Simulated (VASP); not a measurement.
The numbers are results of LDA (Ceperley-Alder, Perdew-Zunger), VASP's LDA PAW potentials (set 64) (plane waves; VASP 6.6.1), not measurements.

Input for VASP

**QPOINTS**
```
k-points along high-symmetry lines
13
Line-mode
Cartesian
  0.000000   0.000000   0.000000 ! GAMMA
  0.000000   0.169220   0.000000 ! X

  0.000000   0.169220   0.000000 ! X
  0.169220   0.169220   0.000000 ! M

  0.169220   0.169220   0.000000 ! M
  0.000000   0.000000   0.000000 ! GAMMA

  0.000000   0.000000   0.000000 ! GAMMA
  0.169220   0.169220   0.169220 ! R

  0.169220   0.169220   0.169220 ! R
  0.000000   0.169220   0.000000 ! X

  0.169220   0.169220   0.169220 ! R
  0.169220   0.169220   0.000000 ! M
```

### KPOINTS
```
Regular mesh
0
G
  3 3 3
0 0 0
```

POSCAR:
```
RuAl
1.0
  8.8641893514   0.0000000000   0.0000000000
  0.0000000000   8.8641893514   0.0000000000
  0.0000000000   0.0000000000   8.8641893514
Al Ru
27 27
Direct
  0.1666666667   0.1666666667   0.1666666667
  0.1666666667   0.1666666667   0.5000000000
  0.1666666667   0.1666666667   0.8333333333
  0.1666666667   0.5000000000   0.1666666667
  0.1666666667   0.5000000000   0.5000000000
  0.1666666667   0.5000000000   0.8333333333
  0.1666666667   0.8333333333   0.1666666667
  0.1666666667   0.8333333333   0.5000000000
  0.1666666667   0.8333333333   0.8333333333
  0.5000000000   0.1666666667   0.1666666667
  0.5000000000   0.1666666667   0.5000000000
  0.5000000000   0.1666666667   0.8333333333
  0.5000000000   0.5000000000   0.1666666667
  0.5000000000   0.5000000000   0.5000000000
  0.5000000000   0.5000000000   0.8333333333
  0.5000000000   0.8333333333   0.1666666667
  0.5000000000   0.8333333333   0.5000000000
  0.5000000000   0.8333333333   0.8333333333
  0.8333333333   0.1666666667   0.1666666667
  0.8333333333   0.1666666667   0.5000000000
  0.8333333333   0.1666666667   0.8333333333
  0.8333333333   0.5000000000   0.1666666667
  0.8333333333   0.5000000000   0.5000000000
  0.8333333333   0.5000000000   0.8333333333
  0.8333333333   0.8333333333   0.1666666667
  0.8333333333   0.8333333333   0.5000000000
  0.8333333333   0.8333333333   0.8333333333
  0.0000000000   0.0000000000   0.0000000000
  0.0000000000   0.0000000000   0.3333333333
  0.0000000000   0.0000000000   0.6666666667
  0.0000000000   0.3333333333   0.0000000000
  0.0000000000   0.3333333333   0.3333333333
  0.0000000000   0.3333333333   0.6666666667
  0.0000000000   0.6666666667   0.0000000000
  0.0000000000   0.6666666667   0.3333333333
  0.0000000000   0.6666666667   0.6666666667
  0.3333333333   0.0000000000   0.0000000000
  0.3333333333   0.0000000000   0.3333333333
  0.3333333333   0.0000000000   0.6666666667
  0.3333333333   0.3333333333   0.0000000000
  0.3333333333   0.3333333333   0.3333333333
  0.3333333333   0.3333333333   0.6666666667
  0.3333333333   0.6666666667   0.0000000000
  0.3333333333   0.6666666667   0.3333333333
  0.3333333333   0.6666666667   0.6666666667
  0.6666666667   0.0000000000   0.0000000000
  0.6666666667   0.0000000000   0.3333333333
  0.6666666667   0.0000000000   0.6666666667
  0.6666666667   0.3333333333   0.0000000000
  0.6666666667   0.3333333333   0.3333333333
  0.6666666667   0.3333333333   0.6666666667
  0.6666666667   0.6666666667   0.0000000000
  0.6666666667   0.6666666667   0.3333333333
  0.6666666667   0.6666666667   0.6666666667
```

INCAR:
```
! general
SYSTEM           = RuAl
PREC             = Accurate
ENCUT            = 400
LREAL            = .False.
LASPH            = .True.

! electronic loop
EDIFF            = 1E-7
NELM             = 100
ALGO             = Normal
LMAXMIX          = 4

! smearing
ISMEAR           = 1
SIGMA            = 0.1

! ions
IBRION           = 6
NSW              = 1
ISIF             = 2
POTIM            = 0.015
NFREE            = 2

! output
LWAVE            = .False.
LCHARG           = .False.

! other
LPHON_DISPERSION = .True.
```

POTCAR, in this order: Al Ru_pv (LDA.64 set). Program: vasp_std.

What VASP printed:

**OSZICAR**
```
       N       E                     dE             d eps       ncg     rms          rms(c)
DAV:   1     0.439805870575E+04    0.43981E+04   -0.22090E+05  2560   0.138E+03
DAV:   2    -0.186157085281E+03   -0.45842E+04   -0.43830E+04  2388   0.447E+02
DAV:   3    -0.448565425810E+03   -0.26241E+03   -0.24628E+03  2496   0.966E+01
DAV:   4    -0.456172794851E+03   -0.76074E+01   -0.75454E+01  2408   0.153E+01
DAV:   5    -0.456375901708E+03   -0.20311E+00   -0.20298E+00  2792   0.231E+00    0.695E+01
DAV:   6    -0.439438783039E+03    0.16937E+02   -0.13847E+02  2341   0.257E+01    0.127E+01
DAV:   7    -0.437473305903E+03    0.19655E+01   -0.14264E+01  2344   0.847E+00    0.126E+01
DAV:   8    -0.436860398721E+03    0.61291E+00   -0.11404E+00  2288   0.248E+00    0.153E+00
DAV:   9    -0.436845685902E+03    0.14713E-01   -0.28491E-02  2416   0.334E-01    0.767E-01
DAV:  10    -0.436845609876E+03    0.76026E-04   -0.32664E-03  2536   0.149E-01    0.240E-01
DAV:  11    -0.436845280411E+03    0.32946E-03   -0.28411E-03  2352   0.125E-01    0.515E-02
DAV:  12    -0.436845257894E+03    0.22518E-04   -0.87122E-05  2336   0.195E-02    0.158E-02
DAV:  13    -0.436845255656E+03    0.22380E-05   -0.10060E-05  2600   0.565E-03    0.444E-03
DAV:  14    -0.436845255614E+03    0.41706E-07   -0.17475E-07  1480   0.737E-04
   1 F= -.43684526E+03 E0= -.43683168E+03  d E =-.407153E-01
 Found     2 degrees of freedom:
       N       E                     dE             d eps       ncg     rms          rms(c)
DAV:   1    -0.436844398463E+03    0.85719E-03   -0.31853E-02  3351   0.295E-01    0.120E-01
DAV:   2    -0.436845468893E+03   -0.10704E-02   -0.55166E-03  3808   0.353E-01    0.312E-01
DAV:   3    -0.436844163851E+03    0.13050E-02   -0.26972E-03  3938   0.248E-01    0.650E-02
DAV:   4    -0.436844181711E+03   -0.17859E-04   -0.35413E-04  3704   0.790E-02    0.538E-02
DAV:   5    -0.436844146264E+03    0.35446E-04   -0.11783E-04  3736   0.543E-02    0.164E-02
DAV:   6    -0.436844146363E+03   -0.98997E-07   -0.28820E-05  3768   0.262E-02    0.152E-02
DAV:   7    -0.436844143404E+03    0.29591E-05   -0.81153E-06  3768   0.151E-02    0.563E-03
DAV:   8    -0.436844143614E+03   -0.20951E-06   -0.18758E-06  3728   0.623E-03    0.570E-03
DAV:   9    -0.436844143308E+03    0.30544E-06   -0.73399E-07  3024   0.440E-03    0.109E-03
DAV:  10    -0.436844143309E+03   -0.50932E-09   -0.73172E-08  1832   0.814E-04
   2 F= -.43684414E+03 E0= -.43683057E+03  d E =-.407077E-01
       N       E                     dE             d eps       ncg     rms          rms(c)
DAV:   1    -0.436845204761E+03   -0.10615E-02   -0.10972E-01  3331   0.522E-01    0.240E-01
DAV:   2    -0.436849463316E+03   -0.42586E-02   -0.20727E-02  3808   0.691E-01    0.626E-01
DAV:   3    -0.436844225788E+03    0.52375E-02   -0.10042E-02  3967   0.464E-01    0.130E-01
DAV:   4    -0.436844299574E+03   -0.73786E-04   -0.14289E-03  3709   0.158E-01    0.108E-01
DAV:   5    -0.436844155919E+03    0.14366E-03   -0.48791E-04  3712   0.109E-01    0.329E-02
DAV:   6    -0.436844154528E+03    0.13909E-05   -0.11238E-04  3744   0.519E-02    0.292E-02
DAV:   7    -0.436844145119E+03    0.94084E-05   -0.34769E-05  3752   0.301E-02    0.147E-02
DAV:   8    -0.436844143715E+03    0.14042E-05   -0.89640E-06  3864   0.143E-02    0.926E-03
DAV:   9    -0.436844143318E+03    0.39707E-06   -0.14976E-06  3816   0.559E-03    0.205E-03
DAV:  10    -0.436844143337E+03   -0.18939E-07   -0.23433E-07  2408   0.205E-03
   3 F= -.43684414E+03 E0= -.43683057E+03  d E =-.407076E-01
       N       E                     dE             d eps       ncg     rms          rms(c)
DAV:   1    -0.436834130721E+03    0.10013E-01   -0.18427E+00  3664   0.586E+00    0.227E-01
DAV:   2    -0.436845043788E+03   -0.10913E-01   -0.10669E-01  3392   0.861E-01    0.319E-01
DAV:   3    -0.436844010957E+03    0.10328E-02   -0.45550E-03  3805   0.300E-01    0.113E-01
DAV:   4    -0.436843892667E+03    0.11829E-03   -0.55154E-04  3632   0.860E-02    0.717E-02
DAV:   5    -0.436843876497E+03    0.16170E-04   -0.25982E-04  3789   0.852E-02    0.689E-02
DAV:   6    -0.436843805499E+03    0.70998E-04   -0.14323E-04  3760   0.568E-02    0.233E-02
DAV:   7    -0.436843799140E+03    0.63598E-05   -0.45386E-05  3701   0.310E-02    0.192E-02
DAV:   8    -0.436843791279E+03    0.78602E-05   -0.18904E-05  3776   0.204E-02    0.988E-03
DAV:   9    -0.436843788981E+03    0.22986E-05   -0.51948E-06  3784   0.105E-02    0.433E-03
DAV:  10    -0.436843786319E+03    0.26613E-05   -0.26032E-06  3584   0.536E-03    0.148E-03
DAV:  11    -0.436843785394E+03    0.92508E-06   -0.11556E-06  3200   0.340E-03    0.146E-03
DAV:  12    -0.436843785238E+03    0.15664E-06   -0.23505E-07  2224   0.194E-03    0.598E-04
DAV:  13    -0.436843785022E+03    0.21573E-06   -0.25296E-07  2640   0.178E-03    0.474E-04
DAV:  14    -0.436843784987E+03    0.35390E-07   -0.71758E-08  1832   0.894E-04
   4 F= -.43684378E+03 E0= -.43683023E+03  d E =-.406552E-01
       N       E                     dE             d eps       ncg     rms          rms(c)
DAV:   1    -0.436810876338E+03    0.32909E-01   -0.62154E+00  3656   0.978E+00    0.358E-01
DAV:   2    -0.436844097616E+03   -0.33221E-01   -0.34243E-01  3356   0.138E+00    0.207E-01
DAV:   3    -0.436844321752E+03   -0.22414E-03   -0.54168E-03  3960   0.255E-01    0.197E-01
DAV:   4    -0.436843910972E+03    0.41078E-03   -0.14858E-03  3896   0.175E-01    0.108E-01
DAV:   5    -0.436843932787E+03   -0.21815E-04   -0.68684E-04  3768   0.117E-01    0.109E-01
DAV:   6    -0.436843790115E+03    0.14267E-03   -0.41401E-04  3776   0.104E-01    0.300E-02
DAV:   7    -0.436843794332E+03   -0.42166E-05   -0.86206E-05  3752   0.444E-02    0.268E-02
DAV:   8    -0.436843785155E+03    0.91768E-05   -0.25192E-05  3760   0.278E-02    0.794E-03
DAV:   9    -0.436843785994E+03   -0.83867E-06   -0.42603E-06  3776   0.879E-03    0.907E-03
DAV:  10    -0.436843785060E+03    0.93375E-06   -0.25466E-06  3896   0.812E-03    0.281E-03
DAV:  11    -0.436843785038E+03    0.22643E-07   -0.33554E-07  2912   0.230E-03
   5 F= -.43684379E+03 E0= -.43683023E+03  d E =-.406551E-01
```

File OUTCAR:
```
------------------------ aborting loop because EDIFF is reached ----------------------------------------
  FORCE on cell =-STRESS in cart. coord.  units (eV):
  Direction    XX          YY          ZZ          XY          YZ          ZX
  --------------------------------------------------------------------------------------
  Total       -0.7704000     -0.7702197     -0.7702197     -0.0000000      0.0000000      0.0000000
  in kB       -1.7721879     -1.7717731     -1.7717731     -0.0000000      0.0000000      0.0000000
  external PRESSURE =      -1.7719114 kB  Pullay stress =       0.0000000 kB
  volume of cell :      696.49
      direct lattice vectors                 reciprocal lattice vectors
     8.864189351  0.000000000  0.000000000     0.112813475  0.000000000  0.000000000
     0.000000000  8.864189351  0.000000000     0.000000000  0.112813475  0.000000000
     0.000000000  0.000000000  8.864189351     0.000000000  0.000000000  0.112813475
 POSITION                                       TOTAL-FORCE (eV/Angst)
 -----------------------------------------------------------------------------------
      1.47736      1.47736      1.47736        -0.015108     -0.019258     -0.019258
      1.47736      1.47736      4.43209        -0.000233      0.000409      0.000000
      1.47736      1.47736      7.38682        -0.015108     -0.019258      0.019258
      1.47736      4.43209      1.47736        -0.000233     -0.000000      0.000409
      1.47736      4.43209      4.43209        -0.000454     -0.000000      0.000000
      1.47736      4.43209      7.38682        -0.000233     -0.000000     -0.000409
      1.47736      7.38682      1.47736        -0.015108      0.019258     -0.019258
      1.47736      7.38682      4.43209        -0.000233     -0.000409      0.000000
      1.47736      7.38682      7.38682        -0.015108      0.019258      0.019258
      4.43209      1.47736      1.47736        -0.001107      0.000071      0.000071
      4.43209      1.47736      4.43209         0.000727     -0.000021      0.000000
      4.43209      1.47736      7.38682        -0.001107      0.000071     -0.000071
      4.43209      4.43209      1.47736         0.000727     -0.000000     -0.000021
      4.43209      4.43209      4.43209         0.000991     -0.000000      0.000000
      4.43209      4.43209      7.38682         0.000727     -0.000000      0.000021
      4.43209      7.38682      1.47736        -0.001107     -0.000071      0.000071
      4.43209      7.38682      4.43209         0.000727      0.000021      0.000000
      4.43209      7.38682      7.38682        -0.001107     -0.000071     -0.000071
      7.38682      1.47736      1.47736        -0.015591      0.020432      0.020432
      7.38682      1.47736      4.43209        -0.000252     -0.000464      0.000000
      7.38682      1.47736      7.38682        -0.015591      0.020432     -0.020432
      7.38682      4.43209      1.47736        -0.000252     -0.000000     -0.000464
      7.38682      4.43209      4.43209        -0.000523     -0.000000      0.000000
      7.38682      4.43209      7.38682        -0.000252     -0.000000      0.000464
      7.38682      7.38682      1.47736        -0.015591     -0.020432      0.020432
      7.38682      7.38682      4.43209        -0.000252      0.000464      0.000000
      7.38682      7.38682      7.38682        -0.015591     -0.020432     -0.020432
     -0.01500      0.00000      0.00000         0.196423     -0.000000      0.000000
      0.00000      0.00000      2.95473        -0.000277     -0.000000     -0.000171
      0.00000      0.00000      5.90946        -0.000277     -0.000000      0.000171
      0.00000      2.95473      0.00000        -0.000277     -0.000171      0.000000
      0.00000      2.95473      2.95473         0.000387     -0.000007     -0.000007
      0.00000      2.95473      5.90946         0.000387     -0.000007      0.000007
      0.00000      5.90946      0.00000        -0.000277      0.000171      0.000000
      0.00000      5.90946      2.95473         0.000387      0.000007     -0.000007
      0.00000      5.90946      5.90946         0.000387      0.000007      0.000007
      2.95473      0.00000      0.00000        -0.016372     -0.000000      0.000000
      2.95473      0.00000      2.95473        -0.004002     -0.000000     -0.002555
      2.95473      0.00000      5.90946        -0.004002     -0.000000      0.002555
      2.95473      2.95473      0.00000        -0.004002     -0.002555      0.000000
      2.95473      2.95473      2.95473        -0.000636      0.000958      0.000958
      2.95473      2.95473      5.90946        -0.000636      0.000958     -0.000958
      2.95473      5.90946      0.00000        -0.004002      0.002555      0.000000
      2.95473      5.90946      2.95473        -0.000636     -0.000958      0.000958
      2.95473      5.90946      5.90946        -0.000636     -0.000958     -0.000958
      5.90946      0.00000      0.00000        -0.016727     -0.000000      0.000000
      5.90946      0.00000      2.95473        -0.004151     -0.000000      0.002534
      5.90946      0.00000      5.90946        -0.004151     -0.000000     -0.002534
      5.90946      2.95473      0.00000        -0.004151      0.002534      0.000000
      5.90946      2.95473      2.95473        -0.000589     -0.000974     -0.000974
      5.90946      2.95473      5.90946        -0.000589     -0.000974      0.000974
      5.90946      5.90946      0.00000        -0.004151     -0.002534      0.000000
      5.90946      5.90946      2.95473        -0.000589      0.000974     -0.000974
      5.90946      5.90946      5.90946        -0.000589      0.000974      0.000974
 -----------------------------------------------------------------------------------
    total drift:                                0.000110      0.000000      0.000001
  FREE ENERGIE OF THE ION-ELECTRON SYSTEM (eV)
  ---------------------------------------------------
  free  energy   TOTEN  =      -436.8437850376 eV

  energy  without entropy=     -436.8031299190  energy(sigma->0) =     -436.83023333
```
(Selected blocks of OUTCAR.)

The cell is a supercell, built from RuAl (CsCl type).
